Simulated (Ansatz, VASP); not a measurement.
# SiNi: VASP beside Ansatz, part 3 of 3

Aim: how closely do two programs agree when they are given the same cell, functional and k mesh?

VASP 6.6.1 and Ansatz 0.2.0.

So far. Step 4 (Differences): The walks stopped with -0.02 GPa left in Ansatz and 0.00 GPa in VASP; each walk ends within a tolerance, so the volume difference is uncertain by about these residues over the bulk modulus, most in soft cells.

## (6) VASP: band structure, r2SCAN

Level of this step: r2SCAN, spin-polarised from a ferromagnetic start; plane waves and PAW (Si, Ni) (VASP).

The same cell, functional, mesh and smearing now go to VASP, with its own data sets and cutoff.

INCAR

```
SYSTEM = SiNi
PREC = Accurate
ENCUT = 400
EDIFF = 1E-06
NELM = 100
ISMEAR = 0
SIGMA = 0.05
LREAL = .FALSE.
ALGO = Normal
METAGGA = R2SCAN
LASPH = .TRUE.
NBANDS = 55
ISPIN = 2
MAGMOM = 0 0 0 0 1 1 1 1
LMAXMIX = 4
LORBIT = 11
LWAVE = .FALSE.
LCHARG = .FALSE.
KPAR = 4
```

POSCAR

```
SiNi
1.0
    5.0958065375      0.0000000000      0.0000000000
    0.0000000000      3.3403347885      0.0000000000
    0.0000000000      0.0000000000      5.5828868782
Si Ni
4 4
Direct
    0.3210913218      0.7500000000      0.0830376570
    0.1789086782      0.2500000000      0.5830376570
    0.8210913218      0.7500000000      0.4169623430
    0.6789086782      0.2500000000      0.9169623430
    0.0077000757      0.2500000000      0.1892596210
    0.4922999243      0.7500000000      0.6892596210
    0.5077000757      0.2500000000      0.3107403790
    0.9922999243      0.7500000000      0.8107403790
```

KPOINTS

```
Automatic mesh
0
Gamma
5 7 4
0 0 0
```

KPOINTS_OPT

```
Line mode
12
Line-mode
Reciprocal
  0.00000000   0.00000000   0.00000000 GAMMA
  0.00000000  -0.50000000   0.00000000 X

  0.00000000  -0.50000000   0.00000000 X
 -0.50000000  -0.50000000   0.00000000 S

 -0.50000000  -0.50000000   0.00000000 S
 -0.50000000   0.00000000   0.00000000 Y

 -0.50000000   0.00000000   0.00000000 Y
  0.00000000   0.00000000   0.00000000 GAMMA

  0.00000000   0.00000000   0.00000000 GAMMA
  0.00000000   0.00000000  -0.50000000 Z

  0.00000000   0.00000000  -0.50000000 Z
  0.00000000  -0.50000000  -0.50000000 U

  0.00000000  -0.50000000  -0.50000000 U
 -0.50000000  -0.50000000  -0.50000000 R

 -0.50000000  -0.50000000  -0.50000000 R
 -0.50000000   0.00000000  -0.50000000 T

 -0.50000000   0.00000000  -0.50000000 T
  0.00000000   0.00000000  -0.50000000 Z

 -0.50000000   0.00000000   0.00000000 Y
 -0.50000000   0.00000000  -0.50000000 T

  0.00000000  -0.50000000  -0.50000000 U
  0.00000000  -0.50000000   0.00000000 X

 -0.50000000  -0.50000000   0.00000000 S
 -0.50000000  -0.50000000  -0.50000000 R
```

Potentials, in the order of the species: Si and Ni (PBE family, release 64).

Started as:

```console
$ mpirun -np 4 vasp_std
```

Numbers of over 12 decimals in the logs are rounded to 6 here.

What it wrote:

```text
[banner, memory and clock lines left out]
running    4 mpi-ranks, on    1 nodes
[...]
[... a notice as in an earlier step ...]

 LDA part: xc-table for (None), standard interpolation
 POSCAR, INCAR and KPOINTS ok, starting setup
[...]
entering main loop
       N       E                     dE             d eps       ncg     rms          rms(c)
DAV:   1     0.312101160230E+03    0.31210E+03   -0.18995E+04  7920   0.103E+03
DAV:   2    -0.602249103381E+02   -0.37233E+03   -0.33886E+03  7928   0.262E+02
DAV:   3    -0.983957487817E+02   -0.38171E+02   -0.35625E+02  8804   0.909E+01
DAV:   4    -0.994794295700E+02   -0.10837E+01   -0.10780E+01  9307   0.159E+01
[...]
DAV:  14    -0.867131479585E+02   -0.13215E-04   -0.24231E-05  9628   0.286E-02    0.130E-02
DAV:  15    -0.867131514247E+02   -0.34662E-05   -0.50853E-06  8997   0.126E-02    0.536E-03
DAV:  16    -0.867131521994E+02   -0.77470E-06   -0.73830E-07  5308   0.609E-03
   1 F= -.86713152E+02 E0= -.86712197E+02  d E =-.191020E-02  mag=    -0.0001
 Start KPOINTS_OPT (optional k-point list driver)
k-point batch [1-36\144]
       N       E                     dE             ncg
DAV:   1     0.273564326144E+05   -0.18190E+05     7936
DAV:   2     0.141801146144E+05   -0.13176E+05     7936
DAV:   3     0.128253114565E+05   -0.13548E+04     8923
DAV:   4     0.127887741867E+05   -0.36537E+02     9237
DAV:   5     0.127878138887E+05   -0.96030E+00    11348
DAV:   6     0.127878062205E+05   -0.76682E-02     9622
DAV:   7     0.127878058693E+05   -0.35125E-03    11603
DAV:   8     0.127878058674E+05   -0.18518E-05     7319
DAV:   9     0.127878058672E+05   -0.22585E-06     5776
[...]
k-point batch [109-144\144]
       N       E                     dE             ncg
DAV:   1     0.274743238330E+05   -0.25868E+05     7935
DAV:   2     0.142414998244E+05   -0.13233E+05     7944
DAV:   3     0.128737441147E+05   -0.13678E+04     9013
DAV:   4     0.128371331936E+05   -0.36611E+02     9275
DAV:   5     0.128361654320E+05   -0.96776E+00    11672
DAV:   6     0.128361586515E+05   -0.67806E-02     9374
DAV:   7     0.128361583161E+05   -0.33539E-03    11907
DAV:   8     0.128361583143E+05   -0.17921E-05     6989
DAV:   9     0.128361583141E+05   -0.22087E-06     5963
```

From OUTCAR (step 6):

```text
  Total       -0.0555523      0.0155144     -0.0797935      0.0000000      0.0000000      0.0000000
  in kB       -0.9365937      0.2615669     -1.3452912      0.0000000      0.0000000      0.0000000
  external PRESSURE =      -0.6734394 kB  Pullay stress =       0.0000000 kB

 POSITION                                       TOTAL-FORCE (eV/Angst)
 -----------------------------------------------------------------------------------
      1.63622      2.50525      0.46359         0.006331     -0.000000      0.002349
      0.91168      0.83508      3.25503        -0.006331     -0.000000      0.002349
      4.18412      2.50525      2.32785         0.006331     -0.000000     -0.002349
      3.45959      0.83508      5.11930        -0.006331     -0.000000     -0.002349
      0.03924      0.83508      1.05662         0.002403     -0.000000     -0.003046
      2.50867      2.50525      3.84806        -0.002403      0.000000     -0.003046
      2.58714      0.83508      1.73483         0.002403     -0.000000      0.003046
      5.05657      2.50525      4.52627        -0.002403      0.000000      0.003046
 -----------------------------------------------------------------------------------
    total drift:                                0.000000      0.000000     -0.000000

  FREE ENERGIE OF THE ION-ELECTRON SYSTEM (eV)
  ---------------------------------------------------
  free  energy   TOTEN  =       -86.7131521994 eV

  energy  without entropy=      -86.7112420019  energy(sigma->0) =      -86.71219710

 magnetization (x)
# of ion       s       p       d       tot
------------------------------------------
    1        0.000   0.000   0.000   0.000
    2        0.000   0.000   0.000   0.000
    3        0.000   0.000   0.000   0.000
    4        0.000   0.000   0.000   0.000
    5       -0.000  -0.000  -0.000  -0.000
    6       -0.000  -0.000  -0.000  -0.000
    7       -0.000  -0.000  -0.000  -0.000
    8       -0.000  -0.000  -0.000  -0.000
--------------------------------------------------
tot          0.000   0.000  -0.000  -0.000

[... 3 further parts left out ...]
[key lines of the parts left out:]
E-fermi :  10.5858
```

The run ends at a pressure of -0.07 GPa, with forces up to 0.0068 eV/Å.

## (7) Side by side

Both answers:

```csv
quantity,Ansatz,VASP,difference
pressure (GPa),0.33,-0.07,+0.40
pressure without Ansatz's Pulay correction (GPa),0.23,-0.07,+0.29
```

At this near-relaxed geometry the largest component of a force difference is 7 meV/Å. Ansatz's pressure holds a Pulay correction of 0.10 GPa; VASP's holds none.

## (8) Ansatz: electric field gradients, r2SCAN

Field gradients test the density near the nuclei, where the PAW reconstruction matters most.

The cell is taken from a series of VASP runs on this material, whose earlier steps may have relaxed, scaled or displaced it; both programs get it as it stands.

input.yaml

```yaml
crystal:
  lattice:
    - [5.0958065375, 0.0, 0.0]
    - [0.0, 3.3403347885, 0.0]
    - [0.0, 0.0, 5.5828868782]
  atoms:
    - { symbol: Si, position: [0.3210913218, 0.75, 0.083037657] }
    - { symbol: Si, position: [0.1789086782, 0.25, 0.583037657] }
    - { symbol: Si, position: [0.8210913218, 0.75, 0.416962343] }
    - { symbol: Si, position: [0.6789086782, 0.25, 0.916962343] }
    - { symbol: Ni, position: [0.0077000757, 0.25, 0.189259621], spin: 1.0 }
    - { symbol: Ni, position: [0.4922999243, 0.75, 0.689259621], spin: 1.0 }
    - { symbol: Ni, position: [0.5077000757, 0.25, 0.310740379], spin: 1.0 }
    - { symbol: Ni, position: [0.9922999243, 0.75, 0.810740379], spin: 1.0 }
hamiltonian:
  xc: r2scan
  pseudopotentials: { kind: paw }
magnetization:
  spin_polarized: true
kpoints:
  mp_grid: { grid: [5, 7, 4] }
scf:
  occupations: { method: gaussian, width: 0.05 }
  n_extra_bands: 10
output:
  forces: true
  stress: true
  eigenvalues: true
  efg: {}
  write_density: true
  write_potential: true
  elf: true
  volumetric_format: npy
```

Started as:

```console
$ ansatz run input.yaml --threads 4 --pin off --max-ram 9216MiB --backend cpu --events-out ev --progress --plain --runs-dir out
```

What it wrote:

```text
[...]
k-point 1 ↑: bands = [... 40 lower, 13.3127, 13.4132, 14.0325, 14.5417, 15.9516, 17.2491, 17.4634, 18.6093, ... 6 higher]
  k-point 2 ↑: bands = [... 40 lower, 13.3754, 13.3754, 14.7049, 14.7049, 15.9332, 15.9332, 18.5844, 18.5844, ... 6 higher]
  k-point 35 ↓: bands = [... 40 lower, 12.9787, 12.9787, 13.1004, 13.1004, 16.8457, 16.8457, 17.7106, 17.7106, ... 6 higher]
[key lines of the parts left out:]
SCF converged after 20 iterations
Magnetization: 0.0000 μB (44.0000 up, 44.0000 down)
Free energy (F): -25941.265233 eV
Fermi energy:    14.950943 eV
P = ⅓ Tr σ = 0.3280 GPa (3.280 kbar)
```

Elapsed: 30 s, on 4 threads of Arm Neoverse V2, shared host; peak memory 0.91 GiB; 2 min of CPU time.

The run ends at a pressure of 0.33 GPa, with forces up to 0.012 eV/Å.

## (9) VASP: electric field gradients, r2SCAN

The same cell, functional, mesh and smearing now go to VASP, with its own data sets and cutoff.

INCAR: that of step 6 with these lines changed.

```diff
@@ -3,3 +3,3 @@
 ENCUT = 400
-EDIFF = 1E-06
+EDIFF = 1E-07
 NELM = 100
@@ -11,3 +11,3 @@
 LASPH = .TRUE.
-NBANDS = 55
+NBANDS = 43
 ISPIN = 2
@@ -19 +19,2 @@
 KPAR = 4
+LEFG = .TRUE.
```

POSCAR is that of step 6.

KPOINTS is that of step 6.

Started as:

```console
$ mpirun -np 4 vasp_std
```

What it wrote:

```text
[... set-up lines as in an earlier step ...]
 entering main loop
       N       E                     dE             d eps       ncg     rms          rms(c)
DAV:   1     0.300565287332E+03    0.30057E+03   -0.20493E+04  6192   0.131E+03
DAV:   2    -0.688476701269E+02   -0.36941E+03   -0.34711E+03  6221   0.310E+02
DAV:   3    -0.986447125918E+02   -0.29797E+02   -0.28550E+02  7053   0.104E+02
DAV:   4    -0.994802076444E+02   -0.83550E+00   -0.83053E+00  7428   0.168E+01
[...]
DAV:  17    -0.867131524736E+02   -0.46978E-06   -0.21141E-07  4967   0.311E-03    0.885E-04
DAV:  18    -0.867131526683E+02   -0.19460E-06   -0.45609E-08  3519   0.190E-03    0.328E-04
DAV:  19    -0.867131527085E+02   -0.40296E-07   -0.10498E-08  3477   0.745E-04
ion   1
     0.0000000     0.0000000     0.0000000    -0.2212045     1.2105278     0.0445385
     0.0000353     0.0000000     0.0000000    -0.2212045     1.2105278     0.0445385
     0.0000487     0.0000000     0.0000000    -0.2212045     1.2105278     0.0445385
     0.0000670     0.0000000     0.0000000    -0.2212045     1.2105278     0.0445385
[...]
0.0000000    -0.0000000    -0.0000000    -4.3278335    -3.7542238     9.7836071
     0.0000452    -0.0000000    -0.0000000    -4.3281419    -3.7540429     9.7832002
     0.0000622    -0.0000000    -0.0000000    -4.3283219    -3.7539374     9.7829544
     0.0000857    -0.0000000    -0.0000000    -4.3286177    -3.7537641     9.7825454
     0.0001180    -0.0000000    -0.0000000    -4.3291015    -3.7534807     9.7818682

ion   8
     0.0000000     0.0000000    -0.0000000    -2.7049571    -0.4392327    -1.1945850
     0.0000452     0.0000000    -0.0000000    -2.7049571    -0.4392327    -1.1945850
     0.0000622     0.0000000    -0.0000000    -2.7049570    -0.4392327    -1.1945850
     0.0000857     0.0000000    -0.0000000    -2.7049570    -0.4392327    -1.1945850
     0.0001180     0.0000000    -0.0000000    -2.7049569    -0.4392327    -1.1945849

     0.0000000     0.0000000    -0.0000000    -4.3278335     3.7542238     9.7836071
     0.0000452     0.0000000    -0.0000000    -4.3281419     3.7540429     9.7832002
     0.0000622     0.0000000    -0.0000000    -4.3283219     3.7539374     9.7829544
     0.0000857     0.0000000    -0.0000000    -4.3286177     3.7537641     9.7825454
     0.0001180     0.0000000    -0.0000000    -4.3291015     3.7534807     9.7818682

   1 F= -.86713153E+02 E0= -.86712198E+02  d E =-.190927E-02  mag=    -0.0000
```

Parts of OUTCAR (step 9):

```text
  Total       -0.0350697      0.0347162     -0.0604957      0.0000000      0.0000000      0.0000000
  in kB       -0.5912627      0.5853035     -1.0199366      0.0000000      0.0000000      0.0000000
  external PRESSURE =      -0.3419653 kB  Pullay stress =       0.0000000 kB

 POSITION                                       TOTAL-FORCE (eV/Angst)
 -----------------------------------------------------------------------------------
      1.63622      2.50525      0.46359         0.006175     -0.000000      0.002312
      0.91168      0.83508      3.25503        -0.006175     -0.000000      0.002312
      4.18412      2.50525      2.32785         0.006175     -0.000000     -0.002312
      3.45959      0.83508      5.11930        -0.006175     -0.000000     -0.002312
      0.03924      0.83508      1.05662         0.002254     -0.000000     -0.002815
      2.50867      2.50525      3.84806        -0.002254      0.000000     -0.002815
      2.58714      0.83508      1.73483         0.002254     -0.000000      0.002815
      5.05657      2.50525      4.52627        -0.002254      0.000000      0.002815
 -----------------------------------------------------------------------------------
    total drift:                                0.000000      0.000000     -0.000000

  FREE ENERGIE OF THE ION-ELECTRON SYSTEM (eV)
  ---------------------------------------------------
  free  energy   TOTEN  =       -86.7131527085 eV

  energy  without entropy=      -86.7112434426  energy(sigma->0) =      -86.71219808

 magnetization (x)
# of ion       s       p       d       tot
------------------------------------------
    1        0.000  -0.000   0.000  -0.000
    2        0.000  -0.000   0.000  -0.000
    3        0.000  -0.000   0.000  -0.000
    4        0.000  -0.000   0.000  -0.000
    5       -0.000   0.000  -0.000  -0.000
    6       -0.000   0.000  -0.000  -0.000
    7       -0.000   0.000  -0.000  -0.000
    8       -0.000   0.000  -0.000  -0.000
--------------------------------------------------
tot         -0.000  -0.000  -0.000  -0.000

[... 2 parts as in an earlier step ...]

[... 1 further part left out ...]
[key lines of the parts left out:]
E-fermi :  10.5857
```

The run ends at a pressure of -0.03 GPa, with forces up to 0.0066 eV/Å.

## (10) Differences

What differs besides the data sets and the points named for the pairs above, as far as they apply: Ansatz adds the response of the frozen cores to the gradients, VASP leaves it out. Total energies have different zeros and are not compared.

The two programs side by side:

```
                                        quantity  Ansatz   VASP  difference
                                  pressure (GPa)    0.33  -0.03       +0.36
pressure without Ansatz's Pulay correction (GPa)    0.23  -0.03       +0.26
                               Vzz at Si1 (V/Å²)    20.6   20.7        -0.1
                               Vzz at Si2 (V/Å²)    20.6   20.7        -0.1
                               Vzz at Si3 (V/Å²)    20.6   20.7        -0.1
                               Vzz at Si4 (V/Å²)    20.6   20.7        -0.1
                               Vzz at Ni5 (V/Å²)   -14.3  -14.1        -0.2
                               Vzz at Ni6 (V/Å²)   -14.3  -14.1        -0.2
                               Vzz at Ni7 (V/Å²)   -14.3  -14.1        -0.2
                               Vzz at Ni8 (V/Å²)   -14.3  -14.1        -0.2
```

At this near-relaxed geometry the largest component of a force difference is 7 meV/Å. Ansatz's pressure holds a Pulay correction of 0.10 GPa; VASP's holds none.

## (11) What came out

```json
{"difference in edge b after relaxation, in the typed setting (relaxation of cell and atoms, r2SCAN)": "0.71 %", "difference in pressure (band structure, r2SCAN)": "0.40 GPa", "difference in Vzz at Ni5 (electric field gradients, r2SCAN)": "-0.17 V/Å²"}
```

In words: The difference in edge b after relaxation, in the typed setting is 0.71 % (relaxation of cell and atoms, r2SCAN), within the 1.2 % picked in this series as the mark of a large difference, as far as the stopping tolerances let one tell. 1 further run of this series is not shown here. How closely two codes agree says nothing of how well the functional describes the real material.

[Lines on the potential files, build, host, timing and source positions are cut from VASP's logs without a mark.]

[Logs are printed without paths, hosts, clocks, repeated set-up lines and the standing remarks that a program may print on its own settings, such as how far it seeks lower states.]

[Hosts, paths, dates, database ids (printed as entryN), source tags and the programs' standing remarks are cut or masked in the printed files.]
